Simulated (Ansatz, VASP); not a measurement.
# LiCaCl3 in two plane-wave programs

One calculation is typed for both programs; each brings its own data sets. How far apart do they land? The cell is generated by rule, not measured, and may not be a known phase. The cell is taken from a series of runs on this material, whose earlier steps may have relaxed, scaled, displaced or heated it; both programs get it as it stands.

Method: plane waves, with VASP 6.6.1 beside it; zone-centre phonons at PBEsol, in Ansatz 0.2.0.

The structure was built from a prototype and need not be the compound's stable phase.

**1. Starting point**

The structure is trigonal, space group R3m (No. 160). Conventional cell: a = 7.418 Å, b = 7.418 Å, c = 9.798 Å, α = 90.00°, β = 90.00°, γ = 120.00°. Nearest to Li lie 3 Cl at 2.35 Å. Nearest to Ca lie 6 Cl at 2.66 to 2.76 Å. Cl has 1 Li at 2.35 Å and 2 Ca at 2.66 to 2.76 Å nearest. Farther neighbours and most contacts between anions are not listed.

**2. VASP: zone-centre phonons, PBEsol**

Second derivatives magnify differences that forces hide, and they need a tight electronic threshold.

Lines of VASP's logs that name or quote its potential files are left out, and so is its time.

File INCAR:

```
SYSTEM = LiCaCl3
PREC = Accurate
ENCUT = 750
EDIFF = 1E-08
NELM = 120
ISMEAR = 0
SIGMA = 0.01
LREAL = .FALSE.
ALGO = Normal
GGA = PS
NBANDS = 23
LORBIT = 11
LWAVE = .FALSE.
LCHARG = .FALSE.
ISIF = 2
IBRION = 8
LEPSILON = .TRUE.
LASPH = .TRUE.
GGA_COMPAT = .FALSE.
EFERMI = MIDGAP
KPAR = 2
```

File POSCAR:

```
LiCaCl3
1.0
    3.7088061333      2.1412802194      3.2659195292
   -3.7088061333      2.1412802194      3.2659195292
    0.0000000000     -4.2825604388      3.2659195292
Li Ca Cl
1 1 3
Direct
    0.1705244973      0.1705244973      0.1705244973
    0.4911297474      0.4911297474      0.4911297474
    0.4523625566      0.9863639152      0.4523625566
    0.9863639152      0.4523625566      0.4523625566
    0.4523625566      0.4523625566      0.9863639152
```

File KPOINTS:

```
Automatic mesh
0
Gamma
6 6 6
0 0 0
```

Potentials, in the order of the species: Li_sv, Ca_sv and Cl (PBE family, release 64).

Run with:

```bash
> mpirun -np 2 vasp_std
```

Numbers of over 12 decimals in the logs are rounded to 6 here.

The program printed:

```text
[banner, memory and clock lines left out]
running    2 mpi-ranks, on    1 nodes
 distrk:  each k-point on    1 cores,    2 groups
 distr:  one band on    1 cores,    1 groups

 POSCAR found type information on POSCAR LiCaCl
 POSCAR found :  3 types and       5 ions
|                                                                             |
|               ----> ADVICE to this user running VASP <----                  |
|                                                                             |
|     You enforced a specific xc type in the INCAR file but a different       |
|     [... a line on the potential file left out ...]
|     I HOPE YOU KNOW WHAT YOU ARE DOING!                                     |
|                                                                             |

 LDA part: xc-table for (Slater+PW92), standard interpolation
 POSCAR, INCAR and KPOINTS ok, starting setup
 FFT: planning ... GRIDC
 FFT: planning ... GRID_SOFT
 FFT: planning ... GRID
 WAVECAR not read
 entering main loop
       N       E                     dE             d eps       ncg     rms          rms(c)
DAV:   1     0.342525800887E+03    0.34253E+03   -0.18257E+04  1472   0.173E+03
DAV:   2     0.121732355918E+02   -0.33035E+03   -0.32086E+03  2071   0.363E+02
DAV:   3    -0.169481893309E+02   -0.29121E+02   -0.29015E+02  1898   0.988E+01
DAV:   4    -0.207335084480E+02   -0.37853E+01   -0.37786E+01  2912   0.228E+01
DAV:   5    -0.208464403628E+02   -0.11293E+00   -0.11293E+00  1874   0.468E+00    0.534E+00
DAV:   6    -0.203336463821E+02    0.51279E+00   -0.10728E+00  2064   0.491E+00    0.346E+00
DAV:   7    -0.202608742183E+02    0.72772E-01   -0.40052E-01  2091   0.306E+00    0.160E+00
DAV:   8    -0.202787452012E+02   -0.17871E-01   -0.56461E-02  2182   0.158E+00    0.330E-01
DAV:   9    -0.202859769504E+02   -0.72317E-02   -0.82803E-03  1922   0.512E-01    0.168E-01
DAV:  10    -0.202933496032E+02   -0.73727E-02   -0.44026E-03  1556   0.368E-01    0.433E-02
DAV:  11    -0.202938643285E+02   -0.51473E-03   -0.35042E-04  2089   0.103E-01    0.289E-02
DAV:  12    -0.202939873928E+02   -0.12306E-03   -0.11324E-04  1649   0.616E-02    0.853E-03
DAV:  13    -0.202939910487E+02   -0.36559E-05   -0.10855E-05  2385   0.198E-02    0.416E-03
DAV:  14    -0.202939932423E+02   -0.21935E-05   -0.14500E-06  1704   0.884E-03    0.180E-03
DAV:  15    -0.202939936336E+02   -0.39134E-06   -0.53953E-07  1846   0.509E-03    0.464E-04
DAV:  16    -0.202939936459E+02   -0.12309E-07   -0.32523E-08  1625   0.121E-03    0.262E-04
DAV:  17    -0.202939936551E+02   -0.91941E-08   -0.36562E-09  1359   0.480E-04
   1 F= -.20293994E+02 E0= -.20293994E+02  d E =0.000000E+00
 Linear response reoptimize wavefunctions to high precision
DAV:   1    -0.202939936635E+02   -0.83965E-08   -0.20715E-09  1340   0.344E-04
DAV:   2    -0.202939936636E+02   -0.99135E-10   -0.49882E-10  1380   0.145E-04
 Linear response G [H, r] |phi>, progress :
  Direction:   1
       N       E                     dE             d eps       ncg     rms
RMM:   1    -0.107040466347E+03   -0.10704E+03    0.95439E+02  2437   0.243E+02
RMM:   2    -0.112465588308E+03   -0.54251E+01   -0.13802E+02  3023   0.480E+01
RMM:   3    -0.114816653776E+03   -0.23511E+01   -0.11627E+01  3664   0.149E+01
RMM:   4    -0.115239715017E+03   -0.42306E+00   -0.30310E+00  3877   0.617E+00
RMM:   5    -0.115354314282E+03   -0.11460E+00   -0.81784E-01  3887   0.309E+00
RMM:   6    -0.115380754356E+03   -0.26440E-01   -0.28614E-01  3968   0.163E+00
RMM:   7    -0.115386499203E+03   -0.57448E-02   -0.11893E-01  3979   0.851E-01
RMM:   8    -0.115387355337E+03   -0.85613E-03   -0.10404E-01  4072   0.489E-01
RMM:   9    -0.115387281454E+03    0.73883E-04    0.77003E-03  4058   0.297E-01
RMM:  10    -0.115387512854E+03   -0.23140E-03   -0.13063E-02  4017   0.185E-01
RMM:  11    -0.115387243931E+03    0.26892E-03    0.18297E-02  3984   0.119E-01
RMM:  12    -0.115387384529E+03   -0.14060E-03    0.69727E-04  3955   0.762E-02
RMM:  13    -0.115387204617E+03    0.17991E-03    0.86966E-03  3930   0.501E-02
RMM:  14    -0.115387424037E+03   -0.21942E-03    0.14012E-03  3906   0.331E-02
RMM:  15    -0.115387051208E+03    0.37283E-03    0.69176E-03  3863   0.223E-02
RMM:  16    -0.115387239830E+03   -0.18862E-03    0.28469E-03  3831   0.151E-02
RMM:  17    -0.115387170069E+03    0.69761E-04    0.34647E-03  3845   0.104E-02
RMM:  18    -0.115387188688E+03   -0.18619E-04    0.19045E-03  3845   0.721E-03
RMM:  19    -0.115387161523E+03    0.27165E-04    0.20222E-03  3841   0.511E-03
RMM:  20    -0.115387170976E+03   -0.94534E-05    0.13237E-03  3836   0.368E-03
RMM:  21    -0.115387144612E+03    0.26365E-04    0.13776E-03  3834   0.272E-03
RMM:  22    -0.115387183758E+03   -0.39146E-04    0.65337E-04  3833   0.206E-03
RMM:  23    -0.115387137603E+03    0.46155E-04    0.10042E-03  3830   0.161E-03
[...]
RMM:   7    -0.164318559761E+00   -0.97736E-04   -0.41353E-06  3669   0.999E-03    0.122E-03
RMM:   8    -0.164363185083E+00   -0.44625E-04   -0.10857E-06  3793   0.525E-03    0.343E-04
RMM:   9    -0.164362154047E+00    0.10310E-05   -0.33478E-07  3840   0.231E-03    0.242E-04
RMM:  10    -0.164365631290E+00   -0.34772E-05   -0.11305E-07  3820   0.132E-03    0.551E-05
RMM:  11    -0.164364878236E+00    0.75305E-06   -0.46948E-08  3885   0.756E-04    0.973E-05
[...]
RMM:   4    -0.424437097906E+00   -0.93448E-03   -0.53863E-03  3604   0.260E-01    0.865E-02
RMM:   5    -0.424709279512E+00   -0.27218E-03   -0.14961E-03  3685   0.146E-01    0.189E-02
RMM:   6    -0.424871171021E+00   -0.16189E-03   -0.62411E-04  3560   0.834E-02    0.325E-02
RMM:   7    -0.424816138631E+00    0.55032E-04   -0.18150E-04  3654   0.531E-02    0.923E-03
RMM:   8    -0.424864202275E+00   -0.48064E-04   -0.98051E-05  3710   0.330E-02    0.147E-02
RMM:   9    -0.424820256098E+00    0.43946E-04   -0.41932E-05  3846   0.232E-02    0.295E-03
RMM:  10    -0.424821954245E+00   -0.16981E-05   -0.22911E-05  3807   0.145E-02    0.373E-03
RMM:  11    -0.424821384251E+00    0.56999E-06   -0.13917E-05  3948   0.103E-02    0.365E-03
RMM:  12    -0.424827399028E+00   -0.60148E-05   -0.90058E-06  3787   0.781E-03    0.540E-03
RMM:  13    -0.424810416585E+00    0.16982E-04   -0.73681E-06  3632   0.712E-03    0.121E-03
RMM:  14    -0.424810765629E+00   -0.34904E-06   -0.39147E-06  3948   0.488E-03    0.128E-03
RMM:  15    -0.424810199475E+00    0.56615E-06   -0.37285E-06  4007   0.384E-03    0.107E-03
RMM:  16    -0.424809924592E+00    0.27488E-06   -0.20009E-06  4003   0.306E-03    0.956E-04
RMM:  17    -0.424810136132E+00   -0.21154E-06   -0.20196E-06  3788   0.250E-03    0.103E-03
RMM:  18    -0.424806925795E+00    0.32103E-05   -0.14171E-06  3534   0.238E-03    0.217E-04
RMM:  19    -0.424806644190E+00    0.28161E-06   -0.11743E-06  3949   0.176E-03    0.313E-04
RMM:  20    -0.424806760178E+00   -0.11599E-06   -0.85746E-07  3976   0.140E-03    0.331E-04
RMM:  21    -0.424806874317E+00   -0.11414E-06   -0.69217E-07  3880   0.118E-03    0.360E-04
RMM:  22    -0.424807381981E+00   -0.50766E-06   -0.56194E-07  3842   0.102E-03    0.329E-04
 first order change of Fermi-energy   0.18772E+00
 force on displaced ion       2 direction 3 :  -0.000  -0.000  -4.761
 Born effective charge ion    2 direction 3 :   0.000   0.000   2.488
 Linear response progress:
  Degree of freedom:   5/  6
       N       E                     dE             d eps       ncg     rms          rms(c)
RMM:   1    -0.228053857729E+00   -0.22805E+00   -0.22211E-01 12880   0.220E+00
RMM:   2    -0.204795214676E+00    0.23259E-01   -0.17436E-02 11273   0.680E-01    0.888E-02
RMM:   3    -0.205463978729E+00   -0.66876E-03   -0.14981E-03 13138   0.192E-01    0.359E-02
RMM:   4    -0.206096553788E+00   -0.63258E-03   -0.52197E-04 13588   0.931E-02    0.164E-02
RMM:   5    -0.206143471848E+00   -0.46918E-04   -0.12038E-04 14180   0.444E-02    0.145E-02
RMM:   6    -0.206154541618E+00   -0.11070E-04   -0.22155E-05 14213   0.223E-02    0.420E-03
RMM:   7    -0.206175301157E+00   -0.20760E-04   -0.99716E-06 14570   0.122E-02    0.195E-03
RMM:   8    -0.206176606108E+00   -0.13050E-05   -0.23505E-05 14945   0.701E-03    0.588E-04
RMM:   9    -0.206181229148E+00   -0.46230E-05    0.10593E-05 14655   0.445E-03    0.336E-04
RMM:  10    -0.206177911583E+00    0.33176E-05   -0.14698E-05 14763   0.280E-03    0.193E-04
RMM:  11    -0.206179185986E+00   -0.12744E-05    0.11103E-06 14909   0.182E-03    0.904E-05
RMM:  12    -0.206179132372E+00    0.53614E-07   -0.31612E-06 14940   0.114E-03    0.113E-04
RMM:  13    -0.206179937853E+00   -0.80548E-06    0.30079E-07 14619   0.776E-04    0.611E-05
RMM:  14    -0.206179655526E+00    0.28233E-06   -0.97434E-07 14649   0.499E-04    0.288E-05
RMM:  15    -0.206179578022E+00    0.77504E-07   -0.50474E-07 14743   0.332E-04    0.401E-05
RMM:  16    -0.206179552974E+00    0.25048E-07   -0.48259E-07 14757   0.211E-04    0.275E-05
RMM:  17    -0.206179528336E+00    0.24637E-07   -0.67991E-08 14851   0.142E-04    0.290E-05
RMM:  18    -0.206179465971E+00    0.62365E-07   -0.17816E-07 14536   0.928E-05    0.198E-05
RMM:  19    -0.206179378252E+00    0.87719E-07   -0.10143E-07 14479   0.658E-05    0.137E-05
RMM:  20    -0.206179355842E+00    0.22411E-07   -0.93347E-08 14692   0.448E-05    0.766E-06
RMM:  21    -0.206179347346E+00    0.84959E-08   -0.11413E-08 14520   0.335E-05    0.648E-06
 first order change of Fermi-energy  -0.97323E-01
 force on displaced ion       3 direction 1 :  -4.136   2.075   1.163
 Born effective charge ion    3 direction 1 :  -1.387   0.430   0.405
 Linear response progress:
  Degree of freedom:   6/  6
       N       E                     dE             d eps       ncg     rms          rms(c)
RMM:   1    -0.222081232830E+00   -0.22208E+00   -0.17126E-01  7540   0.216E+00
RMM:   2    -0.203853338937E+00    0.18228E-01   -0.16797E-02  6573   0.644E-01    0.773E-02
RMM:   3    -0.204398695860E+00   -0.54536E-03   -0.15681E-03  7565   0.188E-01    0.298E-02
RMM:   4    -0.204915028824E+00   -0.51633E-03   -0.36078E-04  7946   0.773E-02    0.159E-02
RMM:   5    -0.205084552443E+00   -0.16952E-03   -0.91957E-05  8102   0.398E-02    0.120E-02
RMM:   6    -0.205064353065E+00    0.20199E-04   -0.17126E-05  8381   0.190E-02    0.573E-03
RMM:   7    -0.205079510725E+00   -0.15158E-04   -0.40950E-06  8410   0.101E-02    0.123E-03
RMM:   8    -0.205086159117E+00   -0.66484E-05    0.81959E-07  8659   0.563E-03    0.725E-04
RMM:   9    -0.205086906530E+00   -0.74741E-06    0.12258E-05  8681   0.353E-03    0.366E-04
RMM:  10    -0.205085542041E+00    0.13645E-05   -0.70145E-06  8659   0.228E-03    0.251E-04
RMM:  11    -0.205085975280E+00   -0.43324E-06    0.27313E-06  8692   0.145E-03    0.868E-05
RMM:  12    -0.205085859317E+00    0.11596E-06   -0.97401E-07  8855   0.901E-04    0.607E-05
RMM:  13    -0.205085842212E+00    0.17105E-07   -0.27968E-08  8779   0.608E-04    0.444E-05
RMM:  14    -0.205085744567E+00    0.97645E-07   -0.22478E-07  8556   0.398E-04    0.174E-05
RMM:  15    -0.205085779922E+00   -0.35355E-07   -0.10870E-07  8774   0.261E-04    0.165E-05
RMM:  16    -0.205085763037E+00    0.16885E-07    0.63926E-08  8702   0.168E-04    0.973E-06
RMM:  17    -0.205085807498E+00   -0.44461E-07   -0.12406E-07  8676   0.116E-04    0.787E-06
RMM:  18    -0.205085767145E+00    0.40353E-07    0.13663E-07  8728   0.772E-05    0.409E-06
RMM:  19    -0.205085766545E+00    0.60024E-09   -0.12550E-07  8633   0.544E-05    0.408E-06
RMM:  20    -0.205085756101E+00    0.10444E-07    0.64358E-08  8663   0.383E-05    0.140E-06
RMM:  21    -0.205085754731E+00    0.13702E-08   -0.62962E-08  8476   0.280E-05    0.138E-06
 first order change of Fermi-energy  -0.49160E-01
 force on displaced ion       3 direction 3 :   1.161  -0.670  -2.426
 Born effective charge ion    3 direction 3 :   0.423  -0.244  -1.124
 Born effective charges drift removed
 Linear response finished
```

[end of part 1 of 3]

[Lines on the potential files, build, host, timing and source positions are cut from VASP's logs without a mark.]

[Logs are printed without paths, hosts, clocks, repeated set-up lines and the standing remarks that a program may print on its own settings, such as how far it seeks lower states.]

[Hosts, paths, dates, database ids (printed as entryN), source tags and the programs' standing remarks are cut or masked in the printed files.]
